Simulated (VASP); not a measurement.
Given:

```xyz
3
Lattice="0.0000 2.9911 2.9911 2.9911 0.0000 2.9911 2.9911 2.9911 0.0000" Properties=species:S:1:pos:R:3 pbc="T T T"
Al     1.4955     1.4955     1.4955
Al     4.4866     4.4866     4.4866
Pt     0.0000     0.0000     0.0000
```

Level of theory: rev-vdW-DF2, VASP's PBE PAW potentials (set 64) (plane waves; VASP 6.6.1). Settings: 520 eV cut-off, 9×9×9 Γ-centred mesh, first-order Methfessel-Paxton smearing of 0.10 eV, potentials Al Pt.

Give the stress tensor in GPa (positive for a compressed cell).

```
-3.78   0.00   0.00
 0.00  -3.78   0.00
 0.00   0.00  -3.78
```
The pressure is its mean diagonal, -3.78 GPa.

The compound is PtAl2 in the fluorite structure. This cell is one point of a volume scan, at 1.03 of the reference volume.
